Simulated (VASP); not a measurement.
Here is the system:

```yaml
crystal:
  lattice:
    - [-2.33580, 2.33580, 2.33580]
    - [2.33580, -2.33580, 2.33580]
    - [2.33580, 2.33580, -2.33580]
  atoms:
    - { symbol: Eu, position: [0.00000, 0.00000, 0.00000] }
```

The numbers are results of PBE GGA, VASP's PBE PAW potentials (set 64) (plane waves; VASP), not measurements. Run with 400 eV cut-off, 10×10×10 Γ-centred mesh, Fermi-Dirac smearing of 0.20 eV, potentials Eu_2.

The 4f electrons are frozen in the core of the lanthanide potential, so 4f levels, which can set the real gap, and their magnetism are missing.

Problem. Give the stress tensor in GPa (positive for a compressed cell).

Solution. 
```
-1.33   0.00   0.00
 0.00  -1.33   0.00
 0.00   0.00  -1.33
```
The pressure is its mean diagonal, -1.33 GPa.

The compound is Eu in the bcc structure. The cell was not relaxed at this level. The run is one of a series of settings (ISMEAR = -1, SIGMA = 0.2 against the base run), some of them coarse on purpose.
